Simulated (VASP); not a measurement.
```
CELL_PARAMETERS angstrom
      0.00000     2.69598     2.69598
      2.69598     0.00000     2.69598
      2.69598     2.69598     0.00000
ATOMIC_POSITIONS crystal
  Li 0.00000 0.00000 0.00000
  Br 0.50000 0.50000 0.50000
```

Calculation: PBE0 hybrid, VASP's PBE PAW potentials (set 64) (plane waves; VASP). Numerical set-up: 520 eV cut-off, 6×6×6 Γ-centred mesh, Gaussian smearing of 0.050 eV, potentials Li_sv Br.

Problem. Estimate the energy per atom (σ→0), pressure, band gap (on the k-mesh) with the smallest direct gap where there is one.

Solution. 
band gap (on the k-mesh): 7.14 eV
smallest direct gap (on the k-mesh): 7.14 eV
energy per atom (σ→0): -4.054 eV/atom
pressure: 1.22 GPa

The compound is LiBr in the rock salt structure. This cell is one point of a volume scan, at 0.94 of the reference volume. The cell's shape comes from a PBE relaxation.
